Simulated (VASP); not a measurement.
Energy against volume of MnO₂ (rutile). Method: AM05 GGA, VASP's PBE PAW potentials (set 64) (plane waves; VASP). Settings: 520 eV cut-off, 7×7×11 Γ-centred mesh, first-order Methfessel-Paxton smearing of 0.10 eV, potentials Mn_pv O.

Shape and ions are relaxed at each volume.

```tsv
V (Å³/atom)	E (eV/atom)
8.764	-8.17778
9.035	-8.18512
9.306	-8.18020
9.577	-8.16497
```

### Question
Fit these four points and predict the energy of the run at 8.493 Å³/atom.

### Answer
A cubic in V^(−2/3), the third-order Birch-Murnaghan form, passes through the four points with V0 = 9.05 Å³/atom and B0 = 239 GPa, and gives -8.1559 eV/atom there. The run gave -8.1558 eV/atom, +0.1 meV/atom from the fit; all five points give B0 = 239 GPa.

The compound is MnO2 in the rutile structure. It was relaxed first.
